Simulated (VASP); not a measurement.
## What goes wrong when the modes of Bismuth are computed with a bad input

Some phonon runs on Bismuth get a fault in the input on purpose. Which of them show, and how? The starting structure is a measured crystal structure from the Crystallography Open Database.

Main program and level: VASP 6.6.1; Kohn-Sham DFT with plane waves and PAW; LDA.

**1. The structure**

The structure is trigonal, space group R-3m (No. 166). The conventional cell has a = 4.546 Å, b = 4.546 Å, c = 11.862 Å, α = 90.00°, β = 90.00°, γ = 120.00°. Nearest to Bi lie 3 Bi at 3.07 Å.

Coordinates:

```cif
data_structure
_symmetry_space_group_name_H-M 'R-3m:H'
_symmetry_Int_Tables_number 166
_cell_length_a 4.5460
_cell_length_b 4.5460
_cell_length_c 11.8620
_cell_angle_alpha 90.000
_cell_angle_beta 90.000
_cell_angle_gamma 120.000
_cell_volume 212.30
loop_
_atom_site_label
_atom_site_type_symbol
_atom_site_symmetry_multiplicity
_atom_site_Wyckoff_symbol
_atom_site_fract_x
_atom_site_fract_y
_atom_site_fract_z
_atom_site_occupancy
Bi1 Bi 6 c 0.00000 0.00000 0.76611 1
```

**2. Reference modes**

The cell comes from a relaxation at this level, not shown (67.17 Å³).

INCAR

```
SYSTEM = Bi
PREC = Accurate
ENCUT = 450
EDIFF = 1E-08
NELM = 100
ISMEAR = 1
SIGMA = 0.15
LREAL = .FALSE.
ALGO = Normal
GGA = CA
NBANDS = 21
LORBIT = 11
LWAVE = .FALSE.
LCHARG = .FALSE.
KPAR = 4
IBRION = 8
ISIF = 2
```

POSCAR

```
Bi
1.0
    2.2493911857      1.2986866067      3.8322473363
   -2.2493911857      1.2986866067      3.8322473363
    0.0000000000     -2.5973732132      3.8322473363
Bi
2
Direct
    0.7626540164      0.7626540164      0.7626540164
    0.2373459836      0.2373459836      0.2373459836
```

KPOINTS

```
Automatic mesh
0
Gamma
12 12 12
0 0 0
```

Potentials, in the order of the species: Bi_d (LDA family, release 64).

Launch:

```console
mpirun -np 4 vasp_std
```

The log of the run:

```text
[banner, memory and clock lines left out]
running    4 mpi-ranks, on    1 nodes
 distrk:  each k-point on    1 cores,    4 groups
 distr:  one band on    1 cores,    1 groups

 POSCAR found type information on POSCAR Bi
 POSCAR found :  1 types and       2 ions
 LDA part: xc-table for (Slater(with rela. corr.)+CA(PZ))
 , standard interpolation
 POSCAR, INCAR and KPOINTS ok, starting setup
 FFT: planning ... GRIDC
 FFT: planning ... GRID_SOFT
 FFT: planning ... GRID
 WAVECAR not read
 entering main loop
       N       E                     dE             d eps       ncg     rms          rms(c)
DAV:   1     0.292347486561E+03    0.29235E+03   -0.15292E+04  7953   0.159E+03
DAV:   2     0.152176165158E+02   -0.27713E+03   -0.27097E+03  8078   0.424E+02
DAV:   3    -0.831813858598E+01   -0.23536E+02   -0.23256E+02  9464   0.143E+02
DAV:   4    -0.911231533832E+01   -0.79418E+00   -0.79379E+00  9534   0.292E+01
DAV:   5    -0.914738503837E+01   -0.35070E-01   -0.35069E-01 11250   0.541E+00    0.106E+00
DAV:   6    -0.913261926322E+01    0.14766E-01   -0.18777E-02 10390   0.153E+00    0.613E-01
DAV:   7    -0.912593115540E+01    0.66881E-02   -0.12175E-02 10104   0.126E+00    0.105E-01
DAV:   8    -0.912585225360E+01    0.78902E-04   -0.12661E-03  9053   0.444E-01    0.164E-02
DAV:   9    -0.912585730564E+01   -0.50520E-05   -0.56687E-05 11952   0.631E-02    0.729E-03
DAV:  10    -0.912585718852E+01    0.11711E-06   -0.22686E-06  9625   0.103E-02    0.144E-03
DAV:  11    -0.912585723758E+01   -0.49053E-07   -0.16907E-07 10524   0.334E-03    0.591E-04
DAV:  12    -0.912585724181E+01   -0.42323E-08   -0.22392E-08  7684   0.105E-03
   1 F= -.91258572E+01 E0= -.91260021E+01  d E =0.434475E-03
 Linear response reoptimize wavefunctions to high precision
DAV:   1    -0.912585724131E+01    0.49658E-09   -0.21903E-09  5628   0.495E-04
DAV:   2    -0.912585724136E+01   -0.45475E-10   -0.45718E-10  5209   0.237E-04
 Linear response DOF=           2
 Linear response progress:
  Degree of freedom:   1/  2
       N       E                     dE             d eps       ncg     rms          rms(c)
RMM:   1    -0.330652895284E+00   -0.33065E+00    0.23115E-01 48351   0.842E+00
RMM:   2    -0.339427159375E+00   -0.87743E-02   -0.20554E-02 62283   0.119E+00    0.444E-02
RMM:   3    -0.339654436737E+00   -0.22728E-03   -0.17237E-03 66921   0.333E-01    0.252E-02
RMM:   4    -0.339565185584E+00    0.89251E-04   -0.13526E-04 69312   0.102E-01    0.588E-03
RMM:   5    -0.339574500427E+00   -0.93148E-05   -0.18175E-05 64168   0.327E-02    0.237E-03
RMM:   6    -0.339581149053E+00   -0.66486E-05   -0.47087E-06 67903   0.148E-02    0.979E-04
RMM:   7    -0.339580782376E+00    0.36668E-06   -0.78220E-07 67796   0.479E-03    0.324E-04
RMM:   8    -0.339577107366E+00    0.36750E-05   -0.23825E-07 68995   0.174E-03    0.105E-04
RMM:   9    -0.339575498698E+00    0.16087E-05    0.94644E-07 69420   0.781E-04    0.273E-05
RMM:  10    -0.339575387149E+00    0.11155E-06    0.22276E-08 71907   0.384E-04    0.135E-05
RMM:  11    -0.339575335805E+00    0.51344E-07    0.19200E-08 72386   0.232E-04    0.968E-06
RMM:  12    -0.339575014514E+00    0.32129E-06    0.31330E-08 68590   0.162E-04    0.275E-06
RMM:  13    -0.339575095565E+00   -0.81050E-07    0.44502E-09 68381   0.120E-04    0.292E-06
RMM:  14    -0.339575036631E+00    0.58934E-07    0.17360E-09 70231   0.101E-04    0.136E-06
RMM:  15    -0.339574989216E+00    0.47415E-07   -0.99122E-09 72988   0.937E-05    0.209E-07
RMM:  16    -0.339574998725E+00   -0.95093E-08   -0.85732E-09 75426   0.891E-05    0.400E-07
 first order change of Fermi-energy  -0.14293E-04
 force on displaced ion       1 direction 1 :  -1.494  -0.000  -0.000
 Linear response progress:
  Degree of freedom:   2/  2
       N       E                     dE             d eps       ncg     rms          rms(c)
RMM:   1    -0.331311194405E+00   -0.33131E+00    0.25725E-01 10520   0.852E+00
RMM:   2    -0.339992526853E+00   -0.86813E-02   -0.19738E-02 13578   0.118E+00    0.395E-02
RMM:   3    -0.340123123559E+00   -0.13060E-03   -0.16195E-03 14586   0.323E-01    0.220E-02
RMM:   4    -0.339957496825E+00    0.16563E-03   -0.13471E-04 14855   0.103E-01    0.566E-03
RMM:   5    -0.339967487731E+00   -0.99909E-05   -0.16761E-05 14878   0.313E-02    0.323E-03
RMM:   6    -0.339978898042E+00   -0.11410E-04   -0.30469E-06 14075   0.140E-02    0.803E-04
RMM:   7    -0.339980113863E+00   -0.12158E-05   -0.44168E-07 14715   0.466E-03    0.547E-04
RMM:   8    -0.339978191358E+00    0.19225E-05   -0.64333E-08 13197   0.174E-03    0.831E-05
RMM:   9    -0.339977757298E+00    0.43406E-06   -0.14045E-08 15452   0.827E-04    0.506E-05
RMM:  10    -0.339977580292E+00    0.17701E-06   -0.31582E-09 14777   0.348E-04    0.332E-05
RMM:  11    -0.339977447443E+00    0.13285E-06   -0.48032E-09 14663   0.215E-04    0.799E-06
RMM:  12    -0.339977475289E+00   -0.27847E-07   -0.12808E-08 15618   0.151E-04    0.214E-06
RMM:  13    -0.339977475441E+00   -0.15208E-09   -0.91572E-09 15609   0.119E-04    0.907E-07
 first order change of Fermi-energy  -0.24938E+00
 force on displaced ion       1 direction 3 :   0.000  -0.000  -3.752
 Linear response finished
```

The job ended after 4.3 min (4 MPI ranks of AMD EPYC 9R45, shared host; peak memory 6.5 GiB).

The logs omit lines about the potential files and the build; timing stands in the text.

Parts of OUTCAR (step 2):

```text
ion  position               nearest neighbor table
   1  0.763  0.763  0.763-   2 3.06   2 3.06   2 3.06   2 3.41   2 3.41   2 3.41
   2  0.237  0.237  0.237-   1 3.06   1 3.06   1 3.06   1 3.41   1 3.41   1 3.41

  LATTYP: Found a trigonal (rhomboedric) cell.
 ALAT       =     4.6295212771
 COS(alpha) =     0.5278415083

 Subroutine GETGRP returns: Found 12 space group operations
 (whereof 12 operations were pure point group operations)

The static configuration has the point symmetry D_3d.

 Found    189 irreducible k-points:

   k-points           NKPTS =    189   k-points in BZ     NKDIM =    189   number of bands    NBANDS=     21

   dimension x,y,z NGX =    32 NGY =   32 NGZ =   32
   dimension x,y,z NGXF=    64 NGYF=   64 NGZF=   64

   ENCUT  =  450.0 eV  33.07 Ry    5.75 a.u.   8.01  8.01  8.01*2*pi/ulx,y,z

   NELECT =      30.0000    total number of electrons

 k-points in reciprocal lattice and weights: Automatic mesh
   0.00000000  0.00000000  0.00000000       0.001
   0.08333333 -0.00000000  0.00000000       0.003
   0.16666667  0.00000000 -0.00000000       0.003
   0.25000000  0.00000000 -0.00000000       0.003
   0.33333333 -0.00000000 -0.00000000       0.003
   0.41666667  0.00000000 -0.00000000       0.003
   0.50000000  0.00000000 -0.00000000       0.002
   0.08333333  0.08333333  0.00000000       0.003
   0.16666667  0.08333333 -0.00000000       0.007
[...]
-0.41666667  0.50000000  0.41666667       0.003
   0.50000000  0.50000000  0.50000000       0.001

 average (electrostatic) potential at core
       1-104.2258       2-104.2258

  Total       -0.0017776     -0.0017776      0.0010582      0.0000000      0.0000000      0.0000000
  in kB       -0.0423997     -0.0423997      0.0252410      0.0000000      0.0000000      0.0000000
  external PRESSURE =      -0.0198528 kB  Pullay stress =       0.0000000 kB

  energy-cutoff  :      450.00
  volume of cell :       67.17
      direct lattice vectors                 reciprocal lattice vectors
     2.249391186  1.298686607  3.832247336     0.222282368  0.128334785  0.086981164
    -2.249391186  1.298686607  3.832247336    -0.222282368  0.128334785  0.086981164
     0.000000000 -2.597373213  3.832247336     0.000000000 -0.256669570  0.086981164

 POSITION                                       TOTAL-FORCE (eV/Angst)
 -----------------------------------------------------------------------------------
      0.00000      0.00000      8.76804         0.000000      0.000000      0.000553
      0.00000      0.00000      2.72871         0.000000     -0.000000     -0.000553
 -----------------------------------------------------------------------------------
    total drift:                                0.000000      0.000000     -0.000000

 Eigenvectors and eigenvalues of the dynamical matrix
 ----------------------------------------------------

   1 f  =    2.962489 THz    18.613870 2PiTHz   98.818008 cm-1    12.251866 meV
             X         Y         Z           dx          dy          dz
      0.000000  0.000000  8.768036     0.000000    0.000000    0.707107
      0.000000  0.000000  2.728706    -0.000000   -0.000000   -0.707107

   2 f  =    1.869056 THz    11.743627 2PiTHz   62.345006 cm-1     7.729792 meV
             X         Y         Z           dx          dy          dz
      0.000000  0.000000  8.768036     0.000000    0.707107   -0.000000
      0.000000  0.000000  2.728706    -0.000000   -0.707107    0.000000

   3 f  =    1.869056 THz    11.743627 2PiTHz   62.345006 cm-1     7.729792 meV
             X         Y         Z           dx          dy          dz
      0.000000  0.000000  8.768036    -0.707107    0.000000   -0.000000
      0.000000  0.000000  2.728706     0.707107   -0.000000   -0.000000

   4 f  =    0.000000 THz     0.000000 2PiTHz    0.000001 cm-1     0.000000 meV
             X         Y         Z           dx          dy          dz
      0.000000  0.000000  8.768036    -0.413040    0.361959   -0.445403
      0.000000  0.000000  2.728706    -0.413040    0.361959   -0.445403

   5 f/i=    0.000000 THz     0.000000 2PiTHz    0.000000 cm-1     0.000000 meV
             X         Y         Z           dx          dy          dz
      0.000000  0.000000  8.768036    -0.553293   -0.105284    0.427531
      0.000000  0.000000  2.728706    -0.553293   -0.105284    0.427531

   6 f/i=    0.000000 THz     0.000000 2PiTHz    0.000001 cm-1     0.000000 meV
             X         Y         Z           dx          dy          dz
      0.000000  0.000000  8.768036    -0.152530   -0.598248   -0.344723
      0.000000  0.000000  2.728706    -0.152530   -0.598248   -0.344723

 ELASTIC MODULI CONTR FROM IONIC RELAXATION (kBar)
 Direction    XX          YY          ZZ          XY          YZ          ZX
 --------------------------------------------------------------------------------
 XX        -162.9628     49.1024   -104.2851      0.0000    216.3146     -0.0000
 YY          49.1024   -162.9628   -104.2851     -0.0000   -216.3146      0.0000
 ZZ        -104.2851   -104.2851   -191.0302     -0.0000     -0.0000      0.0000
 XY           0.0000     -0.0000     -0.0000   -106.0326     -0.0000    213.4676
 YZ         216.3146   -216.3146     -0.0000     -0.0000   -441.2984      0.0000
 ZX          -0.0000      0.0000      0.0000    213.4676      0.0000   -429.7586
 --------------------------------------------------------------------------------
```

Energies printed during the response cycles are not total energies of the cell.

Reference: the zone-centre modes are A1g 98.8, Eg 62.3 cm⁻¹.

**3. Modes with finite displacements, else as the reference**

Against step 2 the input has IBRION = 6, NFREE = 2 and POTIM = 0.015 (also changed: NSW).

INCAR, as its differences from that of step 2:

```diff
@@ -15,3 +15,6 @@
 KPAR = 4
-IBRION = 8
+IBRION = 6
+NFREE = 2
+POTIM = 0.015
+NSW = 1
 ISIF = 2
```

POSCAR is that of step 2.

KPOINTS is that of step 2.

Launch:

```console
mpirun -np 4 vasp_std
```

The log of the run:

```text
[... set-up lines as in an earlier step ...]
 entering main loop
       N       E                     dE             d eps       ncg     rms          rms(c)
[... 12 cycles as in an earlier step ...]
   1 F= -.91258572E+01 E0= -.91260021E+01  d E =0.434475E-03
[...]
2 F= -.91256891E+01 E0= -.91258383E+01  d E =0.447646E-03
[...]
3 F= -.91256891E+01 E0= -.91258383E+01  d E =0.447647E-03
[...]
4 F= -.91254385E+01 E0= -.91255696E+01  d E =0.393213E-03
[...]
5 F= -.91254333E+01 E0= -.91255978E+01  d E =0.493791E-03
 Finite differences progress:
  Degree of freedom:   2/  2
  Displacement:        2/  2
  Total:               4/  4
```

The job ended after 2.9 min (4 MPI ranks; peak memory 4.8 GiB).

From OUTCAR (step 3):

```text
  Total       -0.0456469     -0.0456469     -0.0808938      0.0000000     -0.0000000      0.0000000
  in kB       -1.0887991     -1.0887991     -1.9295296      0.0000000     -0.0000000      0.0000000
  external PRESSURE =      -1.3690426 kB  Pullay stress =       0.0000000 kB

 POSITION                                       TOTAL-FORCE (eV/Angst)
 -----------------------------------------------------------------------------------
      0.00000      0.00000      8.75304         0.000000      0.000000      0.055532
      0.00000      0.00000      2.72871         0.000000     -0.000000     -0.055532
 -----------------------------------------------------------------------------------
    total drift:                                0.000000     -0.000000     -0.000001

  FREE ENERGIE OF THE ION-ELECTRON SYSTEM (eV)
  ---------------------------------------------------
  free  energy   TOTEN  =        -9.1254332525 eV

  energy  without entropy=       -9.1259270432  energy(sigma->0) =       -9.12559785

[... 2 parts as in an earlier step ...]

[... 1 further part left out ...]
[key lines of the parts left out:]
E-fermi :   6.6146
```

The last energy, forces and stress in OUTCAR belong to the last displaced cell, not to that of POSCAR.

With finite displacements, else as the reference the modes are A1g 98.8, Eg 62.7 cm⁻¹; the largest shift is +0.4 cm⁻¹, in Eg, from the reference.

**4. Modes with a structure that was not relaxed**

A slip made on purpose: a structure that was not relaxed. Against step 2 the input has another starting structure (also changed: NELM).

INCAR, as its differences from that of step 3:

```diff
@@ -4,3 +4,3 @@
 EDIFF = 1E-08
-NELM = 100
+NELM = 60
 ISMEAR = 1
@@ -15,6 +15,3 @@
 KPAR = 4
-IBRION = 6
-NFREE = 2
-POTIM = 0.015
-NSW = 1
+IBRION = 8
 ISIF = 2
```

POSCAR

```
Bi
1.0
    2.2730000000      1.3123171619      3.9540000000
   -2.2730000000      1.3123171619      3.9540000000
    0.0000000000     -2.6246343237      3.9540000000
Bi
2
Direct
    0.7661100000      0.7661100000      0.7661100000
    0.2338900000      0.2338900000      0.2338900000
```

KPOINTS is that of step 3.

Launch:

```console
mpirun -np 4 vasp_std
```

The log of the run:

```text
[... set-up lines as in an earlier step ...]
 entering main loop
       N       E                     dE             d eps       ncg     rms          rms(c)
DAV:   1     0.292582978540E+03    0.29258E+03   -0.15219E+04  7938   0.156E+03
DAV:   2     0.152451385366E+02   -0.27734E+03   -0.27142E+03  8038   0.420E+02
DAV:   3    -0.828930311748E+01   -0.23534E+02   -0.23269E+02  9446   0.142E+02
DAV:   4    -0.908939104615E+01   -0.80009E+00   -0.79974E+00  9491   0.293E+01
[...]
DAV:  10    -0.910343782421E+01    0.37441E-06   -0.24692E-06 10738   0.115E-02    0.148E-03
DAV:  11    -0.910343787986E+01   -0.55649E-07   -0.17940E-07  9553   0.335E-03    0.669E-04
DAV:  12    -0.910343788480E+01   -0.49449E-08   -0.28232E-08  7747   0.126E-03
   1 F= -.91034379E+01 E0= -.91035939E+01  d E =0.468095E-03
 Linear response reoptimize wavefunctions to high precision
DAV:   1    -0.910343788431E+01    0.49113E-09   -0.36056E-09  6083   0.726E-04
DAV:   2    -0.910343788437E+01   -0.56389E-10   -0.66891E-10  5289   0.284E-04
 Linear response DOF=           2
 Linear response progress:
[...]
RMM:  14    -0.340010249858E+00    0.40442E-07   -0.27074E-08 77880   0.108E-04    0.844E-07
RMM:  15    -0.340010226589E+00    0.23269E-07   -0.40147E-08 88012   0.101E-04    0.140E-07
RMM:  16    -0.340010225521E+00    0.10683E-08   -0.39161E-08 87725   0.975E-05    0.130E-07
 first order change of Fermi-energy  -0.14882E-04
 force on displaced ion       1 direction 1 :  -1.924   0.000  -0.000
 Linear response progress:
  Degree of freedom:   2/  2
       N       E                     dE             d eps       ncg     rms          rms(c)
RMM:   1    -0.332262673348E+00   -0.33226E+00    0.25303E-01 10548   0.852E+00
RMM:   2    -0.340902490605E+00   -0.86398E-02   -0.19299E-02 13570   0.117E+00    0.382E-02
RMM:   3    -0.341000426817E+00   -0.97936E-04   -0.16054E-03 14651   0.319E-01    0.214E-02
RMM:   4    -0.340810162053E+00    0.19026E-03   -0.13349E-04 14764   0.103E-01    0.585E-03
[...]
RMM:  12    -0.340835368049E+00   -0.60906E-07   -0.20336E-08 15804   0.145E-04    0.194E-06
RMM:  13    -0.340835378757E+00   -0.10708E-07   -0.16368E-08 15972   0.114E-04    0.848E-07
RMM:  14    -0.340835371088E+00    0.76697E-08   -0.12543E-08 16246   0.102E-04    0.459E-07
 first order change of Fermi-energy   0.24298E-01
 force on displaced ion       1 direction 3 :   0.000  -0.000  -4.057
 Linear response finished
```

The job ended after 7.3 min (4 MPI ranks; peak memory 6.9 GiB).

From OUTCAR (step 4):

```text
  Total       -0.7724499     -0.7724499     -0.7044309      0.0000000     -0.0000000      0.0000000
  in kB      -17.4885888    -17.4885888    -15.9486084      0.0000000     -0.0000000      0.0000000
  external PRESSURE =     -16.9752620 kB  Pullay stress =       0.0000000 kB

 POSITION                                       TOTAL-FORCE (eV/Angst)
 -----------------------------------------------------------------------------------
      0.00000      0.00000      9.08760         0.000000     -0.000000     -0.061350
      0.00000      0.00000      2.77440         0.000000      0.000000      0.061350
 -----------------------------------------------------------------------------------
    total drift:                                0.000000     -0.000000      0.000000

[... 1 part as in an earlier step ...]

[... 1 further part left out ...]
```

With a structure that was not relaxed the modes are A1g 102.7, Eg 70.8 cm⁻¹; the largest shift is +8.5 cm⁻¹, in Eg, from the reference.

[end of part 1 of 2]

[Lines on the potential files, build, host, timing and source positions are cut from VASP's logs without a mark.]

[Logs are printed without paths, hosts, clocks, repeated set-up lines and the standing remarks that a program may print on its own settings, such as how far it seeks lower states.]

[Hosts, paths, dates, database ids (printed as entryN), source tags and the programs' standing remarks are cut or masked in the printed files.]
